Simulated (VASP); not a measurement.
# In3GaSb2N2 (Pm) in VASP: relaxation of cell and atoms with PBE

Aim: the relaxation of cell and atoms of In3GaSb2N2 with PBE.

Everything below comes from runs of VASP 6.6.1. Logs are shortened: lines on timing, memory, paths and dates and some standing lists are left out, and cuts for length are marked.

### 1 Starting point

Symmetry: Pm, No. 6, monoclinic system. The conventional cell has a = 5.857 Å, b = 3.404 Å, c = 8.509 Å, α = 90.00°, β = 91.75°, γ = 90.00°. In (site symmetry m) has 3 N at 2.18 to 2.22 Å as nearest neighbours. In (site symmetry m) is surrounded by 1 N at 2.35 Å. In (site symmetry m) is surrounded by 1 N at 2.25 Å. Ga (site symmetry m) is surrounded by 3 N at 1.96 to 2.02 Å. Around Sb (site symmetry m) lie 5 In at 2.83 to 3.07 Å. Sb (site symmetry m) is surrounded by 1 Ga at 2.74 Å and 2 In at 2.80 to 3.06 Å. Around N (site symmetry m) lie 1 Ga at 1.96 Å and 3 In at 2.18 to 2.25 Å. Around N (site symmetry m) lie 2 Ga at 2.02 Å and 1 In at 2.22 Å.

The cell was built by a generator and needn't be a form met in nature.

### 2 Relaxation of cell and atoms, PBE

Contents of INCAR:

```
  PREC = Accurate
  ENCUT = 520
  EDIFF = 1E-6
  ISMEAR = 0
  SIGMA = 0.1
  LREAL = False
  LASPH = True
  NELM = 120
  ALGO = Normal
  ISIF = 3
  LWAVE = False
  LCHARG = False
  GGA = PE
  IBRION = 2
  NSW = 90
  EDIFFG = -0.01
  KPAR = 8
```

Contents of KPOINTS:

```
Automatic mesh
0
Gamma
  6 10 4
```

Contents of POSCAR:

```
In3GaSb2N2
1.0
    5.8569774600      0.0000000000      0.0000000000
    0.0000000000      3.4040000000      0.0000000000
   -0.2604135000      0.0000000000      8.5046618900
In Ga Sb N
3 1 2 2
Direct
    0.5319526400      0.5000000000      0.8772824300
    0.9246107700      0.5000000000      0.5859113000
    0.4276019700      0.0000000000      0.2479729000
    0.0317486200      0.0000000000      0.9611421100
    0.4021967500      0.5000000000      0.5453731800
    0.9064527800      0.0000000000      0.2684521000
    0.3663800400      0.0000000000      0.9859194500
    0.9090595800      0.5000000000      0.8614562000
```

Potentials or basis: VASP PAW PBE potentials, release 64 (In_d, Ga_d, Sb, N).

Started as:

```sh
$ cat potpaw_PBE.64/In_d/POTCAR potpaw_PBE.64/Ga_d/POTCAR potpaw_PBE.64/Sb/POTCAR potpaw_PBE.64/N/POTCAR > POTCAR
$ mpirun -np 8 vasp_std > vasp.out
```

OUTCAR:

```text
PREC = Accurate
   ENCUT = 520
   EDIFF = 1E-6
   ISMEAR = 0
   LREAL = False
   LASPH = True
   NELM = 120
   ISIF = 3
   GGA = PE
   IBRION = 2
   NSW = 90
   EDIFFG = -0.01

 ion  position               nearest neighbor table
   1  0.532  0.500  0.877-   7 2.18   7 2.18   8 2.22   5 2.90   2 3.43   4 3.44   4 3.44   3 3.65
                             3 3.65
   2  0.925  0.500  0.586-   8 2.35   5 2.83   5 3.07   6 3.19   6 3.19   1 3.43
   3  0.428  0.000  0.248-   7 2.25   6 2.80   5 3.06   5 3.06   6 3.06   4 3.31   1 3.65   1 3.65

   4  0.032  0.000  0.961-   7 1.96   8 2.02   8 2.02   6 2.74   3 3.31   1 3.44   1 3.44
   5  0.402  0.500  0.545-   2 2.83   1 2.90   3 3.06   3 3.06   2 3.07
   6  0.906  0.000  0.268-   4 2.74   3 2.80   3 3.06   2 3.19   2 3.19
   7  0.366  0.000  0.986-   4 1.96   1 2.18   1 2.18   3 2.25
   8  0.909  0.500  0.861-   4 2.02   4 2.02   1 2.22   2 2.35

  LATTYP: Found a simple monoclinic cell.
 ALAT       =     5.8569774600
 B/A-ratio  =     0.5811871436
 C/A-ratio  =     1.4527370058
 COS(beta)  =    -0.0306057441

  Lattice vectors:

 A1 = (   5.8569774600,   0.0000000000,   0.0000000000)
 A2 = (   0.0000000000,   3.4040000000,   0.0000000000)
 A3 = (  -0.2604135000,   0.0000000000,   8.5046618900)

Analysis of symmetry for initial positions (statically):
=====================================================================
 Subroutine PRICEL returns:
 Original cell was already a primitive cell.

 Routine SETGRP: Setting up the symmetry group for a
 simple monoclinic supercell.

 Subroutine GETGRP returns: Found  2 space group operations
 (whereof  2 operations were pure point group operations)
 out of a pool of  4 trial point group operations.

The static configuration has the point symmetry C_1h.

Analysis of symmetry for dynamics (positions and initial velocities):
=====================================================================
 Subroutine PRICEL returns:
 Original cell was already a primitive cell.

 Routine SETGRP: Setting up the symmetry group for a
 simple monoclinic supercell.

 Subroutine GETGRP returns: Found  2 space group operations
 (whereof  2 operations were pure point group operations)
 out of a pool of  4 trial point group operations.

The dynamic configuration has the point symmetry C_1h.

 Subroutine INISYM returns: Found  2 space group operations
 (whereof  2 operations are pure point group operations),
 and found     1 'primitive' translations

----------------------------------------------------------------------------------------

                                     Primitive cell

  volume of cell :     169.5587

  direct lattice vectors                    reciprocal lattice vectors
     5.856977460  0.000000000  0.000000000     0.170736529  0.000000000  0.005227968
     0.000000000  3.404000000  0.000000000     0.000000000  0.293772033  0.000000000
    -0.260413500  0.000000000  8.504661890     0.000000000  0.000000000  0.117582570

  length of vectors
     5.856977460  3.404000000  8.508647898     0.170816550  0.293772033  0.117582570

  position of ions in fractional coordinates (direct lattice)
     0.531952640  0.500000000  0.877282430
     0.924610770  0.500000000  0.585911300
     0.427601970  0.000000000  0.247972900
     0.031748620  0.000000000  0.961142110
     0.402196750  0.500000000  0.545373180
     0.906452780  0.000000000  0.268452100
     0.366380040  0.000000000  0.985919450
     0.909059580  0.500000000  0.861456200

  ion indices of the primitive-cell ions
   primitive index   ion index
                 1           1
                 2           2
                 3           3
                 4           4
                 5           5
                 6           6
                 7           7
                 8           8

----------------------------------------------------------------------------------------

 KPOINTS: Automatic mesh

Automatic generation of k-mesh.
 Grid dimensions read from file:
 generate k-points for:    6   10    4

 Generating k-lattice:

  Cartesian coordinates                     Fractional coordinates (reciprocal lattice)
     0.028456088  0.000000000  0.000871328     0.166666667  0.000000000  0.000000000
     0.000000000  0.029377203  0.000000000     0.000000000  0.100000000  0.000000000
     0.000000000  0.000000000  0.029395642     0.000000000  0.000000000  0.250000000

  Length of vectors
     0.028469425  0.029377203  0.029395642

  Shift w.r.t. Gamma in fractional coordinates (k-lattice)
     0.000000000  0.000000000  0.000000000

 Subroutine IBZKPT returns following result:
 ===========================================

 Found     84 irreducible k-points:

 Following reciprocal coordinates:
            Coordinates               Weight
  0.000000  0.000000  0.000000      1.000000
  0.166667  0.000000  0.000000      2.000000
  0.333333  0.000000 -0.000000      2.000000
  0.500000  0.000000  0.000000      1.000000
  0.000000  0.100000  0.000000      2.000000
  0.166667  0.100000  0.000000      4.000000
[... 16 lines left out ...]
  0.333333  0.500000 -0.000000      2.000000
  0.500000  0.500000  0.000000      1.000000
 [... further k-points ...]
   k-points           NKPTS =     84   k-points in BZ     NKDIM =     84   number of bands    NBANDS=     43
   number of dos      NEDOS =    301   number of ions     NIONS =      8
   total plane-waves  NPLWV =  86016
   dimension x,y,z NGX =    48 NGY =   28 NGZ =   64
   dimension x,y,z NGXF=    96 NGYF=   56 NGZF=  128
   ions per type =               3   1   2   2
   NGX,Y,Z   is equivalent  to a cutoff of  13.62, 13.67, 12.50 a.u.
   NGXF,Y,Z  is equivalent  to a cutoff of  27.25, 27.35, 25.01 a.u.
 SYSTEM =  unknown system
   PREC   = accura    normal or accurate (medium, high low for compatibility)
   ISTART =      0    job   : 0-new  1-cont  2-samecut
   ICHARG =      2    charge: 1-file 2-atom 10-const
   ISPIN  =      1    spin polarized calculation?
   LNONCOLLINEAR =      F non collinear calculations
   LSORBIT =      F    spin-orbit coupling
   LASPH  =      T    aspherical Exc in radial PAW
   ENCUT  =  520.0 eV  38.22 Ry    6.18 a.u.  10.89  6.33 15.82*2*pi/ulx,y,z
   NELM   =    120;   NELMIN=  2; NELMDL= -5     # of ELM steps
   EDIFF  = 0.1E-05   stopping-criterion for ELM
   LREAL  =      F    real-space projection
   EDIFFG = -.1E-01   stopping-criterion for IOM
   NSW    =     90    number of steps for IOM
   IBRION =      2    ionic relax: 0-MD 1-quasi-New 2-CG
   NFREE  =      1    steps in history (QN), initial steepest desc. (CG)
   ISIF   =      3    stress and relaxation
   ISYM   =      2    0-nonsym 1-usesym 2-fastsym
   POTIM  = 0.5000    time-step for ionic-motion
   TEBEG  =    0.0;   TEEND  =   0.0 temperature during run
   PSTRESS=    0.0 pullay stress
   NELECT =      72.0000    total number of electrons
   NUPDOWN=      -1.0000    fix difference up-down
   EMIN   =  10.00;   EMAX   =-10.00  energy-range for DOS
   EFERMI =   0.00;   METHOD = LEGACY
   ISMEAR =     0;   SIGMA  =   0.10  broadening in eV -4-tet -1-fermi 0-gaus
   EFERMI_NEDOS =   21; number of points for ismear=-14 and -15
   IALGO  =     38    algorithm
   IMIX   =      4    mixing-type and parameters
     AMIX     =   0.40;   BMIX     =  1.00
     AMIX_MAG =   1.60;   BMIX_MAG =  1.00
  volume/ion in A,a.u.               =      21.19       143.03
  Fermi-wavevector in a.u.,A,eV,Ry     =   1.230492  2.325294 20.600739  1.514112
  Thomas-Fermi vector in A             =   2.365339
   LORBIT       =      0    0 simple, 1 ext, 2 COOP (PROOUT), +10 PAW based schemes
   GGA     = PE    functional components
   LHFCALC =     F    Hartree Fock is set to
   AEXX    =    0.0000 exact exchange contribution
   IVDW    =     0    specifies the selected vdW correction
   LEPSILON=     F    determine dielectric tensor
   LRPA    =     F    only Hartree local field effects (RPA)
 conjugate gradient relaxation of ions
 non-spin polarized calculation
 Gauss-broadening in eV      SIGMA  =   0.10
  energy-cutoff  :      520.00
  volume of cell :      169.56
 maximum number of plane-waves:      4594
 NGX is ok and might be reduce to    48
   NGX = 21   NGY = 13   NGZ = 31

--------------------------------------- Ionic step        1  -------------------------------------------

 number of electron      71.9999982 magnetization

 Free energy of the ion-electron system (eV)
  ---------------------------------------------------
  ext. energy  EPLUGINS =         0.00000000
  ---------------------------------------------------
  free energy    TOTEN  =       -34.54757712 eV

  energy without entropy =      -34.53667916  energy(sigma->0) =      -34.54212814

------------------------ aborting loop because EDIFF is reached ----------------------------------------

  FORCE on cell =-STRESS in cart. coord.  units (eV):
  Direction    XX          YY          ZZ          XY          YZ          ZX
  --------------------------------------------------------------------------------------
  -------------------------------------------------------------------------------------
  Total        2.9937344     -1.2090990      2.5965231      0.0000000      0.0000000     -0.0450955
  in kB       28.2880943    -11.4248968     24.5348050      0.0000000      0.0000000     -0.4261118
  external PRESSURE =      13.7993342 kB  Pullay stress =       0.0000000 kB
[... 107 lines left out ...]
  FREE ENERGIE OF THE ION-ELECTRON SYSTEM (eV)
  ---------------------------------------------------
  free  energy   TOTEN  =       -34.6702246830 eV

  energy  without entropy=      -34.6559530027  energy(sigma->0) =      -34.66308884

 E-fermi :   6.4796     XC(G=0): -10.0177

 val. band max:        6.4699927716   @ k =   0.0000   0.4000   0.0000
 cond. band min:       6.4817115636   @ k =   0.0000   0.2000   0.2500
 fundamental gap:      0.0117187920
 Fermi energy:         6.4795653156

 k-point     1 :       0.0000    0.0000    0.0000
  band No.  band energies     occupation
      1      -9.3232      2.00000
      2      -9.1204      2.00000
      3      -8.3202      2.00000
      4      -8.2145      2.00000
      5      -8.0920      2.00000
      6      -8.0174      2.00000
[... 1093 lines left out ...]
     42      10.1004      0.00000
     43      10.2906      0.00000

 [... further k-points ...]

[... ionic steps 4 to 81 ...]

--------------------------------------- Ionic step       82  -------------------------------------------

 number of electron      71.9999987 magnetization

------------------------ aborting loop because EDIFF is reached ----------------------------------------
[... 79 lines left out ...]
--------------------------------------- Ionic step       84  -------------------------------------------

 number of electron      71.9999986 magnetization

 Free energy of the ion-electron system (eV)
  ---------------------------------------------------
  ext. energy  EPLUGINS =         0.00000000
  ---------------------------------------------------
  free energy    TOTEN  =       -34.83624881 eV

  energy without entropy =      -34.82465441  energy(sigma->0) =      -34.83045161

 E-fermi :   6.0884     XC(G=0):  -9.8885

 val. band max:        6.0796153244   @ k =   0.3333   0.5000   0.2500
 cond. band min:       6.0904951728   @ k =  -0.1667   0.3000   0.2500
 fundamental gap:      0.0108798484
 Fermi energy:         6.0884017876

 k-point     1 :       0.0000    0.0000    0.0000
  band No.  band energies     occupation
      1      -9.5444      2.00000
      2      -9.4042      2.00000
      3      -8.5805      2.00000
      4      -8.5281      2.00000
      5      -8.3159      2.00000
      6      -8.2618      2.00000
[... 1130 lines left out ...]
  FREE ENERGIE OF THE ION-ELECTRON SYSTEM (eV)
  ---------------------------------------------------
  free  energy   TOTEN  =       -34.8362488061 eV

  energy  without entropy=      -34.8246544056  energy(sigma->0) =      -34.83045161

 reached required accuracy - stopping structural energy minimisation
```

Run time: 88 min. Hardware: 8 MPI ranks of Intel Xeon Platinum 8488C (Sapphire Rapids), shared host; peak memory 0.76 GiB.

Results:

```yaml
Free_energy: -34.8362 eV
Relaxed_volume: 22.47 Å³/atom
Relaxed_cell: a = 5.864 Å, b = 3.238 Å, c = 9.468 Å, α = 90.00°, β = 91.14°, γ = 90.00°
Space_group_after_relaxing_to_0.05_Å: Pm (No. 6)
Energy_gained_by_relaxing: 36.1 meV/atom
Ionic_steps: 84
Pressure_after_relaxing: 0.0 GPa
Largest_force_after_relaxing: 0.010 eV/Å
Band_gap_on_the_k_mesh: none (metal or under the smearing width)
```

Forces on the atoms (eV/Å):
```
In   0.004  0.000 -0.002
In   0.000  0.000  0.010
In   0.002  0.000  0.000
Ga  -0.002  0.000  0.000
Sb   0.000  0.000 -0.004
Sb  -0.002  0.000  0.001
N    0.003  0.000 -0.001
N   -0.004  0.000 -0.003
```

Step by step:
```
step  energy change (eV)  largest force (eV/Å)  pressure (GPa)  volume (Å³)
   1              0.0000                0.7174            1.38       169.56
   4             -0.1958                0.3278           -0.18       173.25
   7             -0.2329                0.2104           -0.39       174.85
  10             -0.2501                0.0957            0.23       173.91
  13             -0.2520                0.0882           -0.09       174.73
  16             -0.2552                0.0648            0.14       174.56
  19             -0.2594                0.1006           -0.05       175.68
  22             -0.2610                0.1338           -0.25       176.64
  25             -0.2658                0.1368           -0.37       177.94
  28             -0.2708                0.1080            0.13       177.01
  31             -0.2746                0.0917           -0.03       177.50
  34             -0.2758                0.0828           -0.13       177.82
  37             -0.2797                0.0578            0.08       177.52
  40             -0.2805                0.0555           -0.01       177.81
  43             -0.2809                0.0726            0.01       177.79
  46             -0.2829                0.0759            0.07       177.83
  49             -0.2846                0.0657            0.00       178.18
  52             -0.2856                0.0448           -0.05       178.58
  55             -0.2864                0.0451            0.02       178.72
  58             -0.2873                0.0455            0.00       179.33
  61             -0.2877                0.0353            0.03       179.47
  64             -0.2880                0.0291            0.03       179.48
  67             -0.2884                0.0139           -0.01       179.63
  70             -0.2885                0.0105            0.01       179.61
  73             -0.2885                0.0126           -0.01       179.67
  76             -0.2886                0.0206            0.01       179.68
  79             -0.2886                0.0153           -0.02       179.76
  82             -0.2886                0.0135           -0.02       179.75
  84             -0.2887                0.0096            0.01       179.74
```

Final structure:
```yaml
crystal:
  lattice:
    - [5.86418, 0.00000, 0.02281]
    - [0.00000, 3.23793, 0.00000]
    - [-0.22539, 0.00000, 9.46521]
  atoms:
    - { symbol: In, position: [0.51014, 0.50000, 0.86627] }
    - { symbol: In, position: [0.94637, 0.50000, 0.63562] }
    - { symbol: In, position: [0.42593, 0.00000, 0.20563] }
    - { symbol: Ga, position: [0.01401, 0.00000, 0.96303] }
    - { symbol: Sb, position: [0.43958, 0.50000, 0.55974] }
    - { symbol: Sb, position: [0.92429, 0.00000, 0.25462] }
    - { symbol: N, position: [0.35041, 0.00000, 0.97497] }
    - { symbol: N, position: [0.88927, 0.50000, 0.87363] }
```

Levels at points of the mesh, in eV from the Fermi level:
```tsv
k point	band 34	band 35	band 36	band 37	band 38	band 39
(0.00, 0.00, 0.00)	-1.38	-0.94	-0.79	1.82	3.68	3.72
(0.50, 0.00, 0.00)	-1.07	1.19	1.36	1.83	2.02	3.16
(0.00, 0.50, 0.00)	-1.23	-1.15	-0.97	-0.24	-0.17	0.77
(0.50, 0.50, 0.00)	-1.57	-1.50	-1.48	0.28	0.33	2.21
(0.00, 0.00, 0.50)	-0.79	-0.74	-0.47	1.28	2.35	3.33
(0.50, 0.00, 0.50)	-0.89	1.09	1.38	1.60	1.77	2.68
(0.00, 0.50, 0.50)	-1.24	-0.96	-0.79	-0.45	-0.25	0.38
(0.50, 0.50, 0.50)	-1.94	-1.22	-0.97	-0.60	-0.46	2.92
```

Caveat: this functional lacks dispersion, which binds the layers, so the pressure and a relaxed spacing across them are unreliable. The run has no spin-orbit coupling, so splittings on Sb are missing.
